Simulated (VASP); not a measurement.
```xyz
2
Lattice="4.1570 0.0000 0.0000 -2.0785 3.6001 0.0000 0.0000 0.0000 4.0570" Properties=species:S:1:pos:R:3 pbc="T T T"
Sn     0.0000     0.0000     0.0000
Te     2.0785     1.2000     2.0285
```

All values below come from r2SCAN meta-GGA, VASP's PBE PAW potentials (set 64) (plane waves; VASP 6.6.1). Run with 400 eV cut-off, 7×7×6 Γ-centred mesh, Gaussian smearing of 0.050 eV, potentials Sn_d Te.

Energy and stress use the plane-wave basis of the starting cell.

Task: The ions, cell shape and volume are relaxed. Give the cell that the relaxation ends in.

Result: 
```xyz
2
Lattice="4.2667 0.0000 0.0000 -2.1333 3.6950 0.0000 0.0000 0.0000 4.1359" Properties=species:S:1:pos:R:3 pbc="T T T"
Sn     0.0000     0.0000     0.0000
Te     2.1333     1.2317     2.0680
```
Space group P-6m2 (187), at a tolerance of 0.03 Å.

Task: How do energy and volume change from the first to the last step?

Result: The energy (σ→0) changes by -17.1 meV/atom and the volume by +7.4 %, in 9 ionic steps.

| step | E(σ→0) (eV) | max force (eV/Å) | pressure (GPa) | volume (Å³) |
|---|---|---|---|---|
| 1 | -50.3480 | 0.000 | 2.57 | 60.72 |
| 2 | -50.3793 | 0.000 | -0.25 | 65.09 |
| 3 | -50.3800 | 0.000 | 0.08 | 64.51 |
| 4 | -50.3800 | 0.000 | 0.15 | 64.44 |
| 5 | -50.3814 | 0.000 | 0.11 | 64.72 |
| 6 | -50.3822 | 0.000 | 0.06 | 65.16 |
| 7 | -50.3822 | 0.000 | 0.08 | 65.10 |
| 8 | -50.3823 | 0.000 | -0.05 | 65.30 |
| 9 | -50.3823 | 0.000 | 0.01 | 65.21 |

The structure was generated: SnTe was put into the WC type (P-6m2), which need not be its known phase. This run relaxes it. Symmetry was kept, so distortions that lower it aren't found.
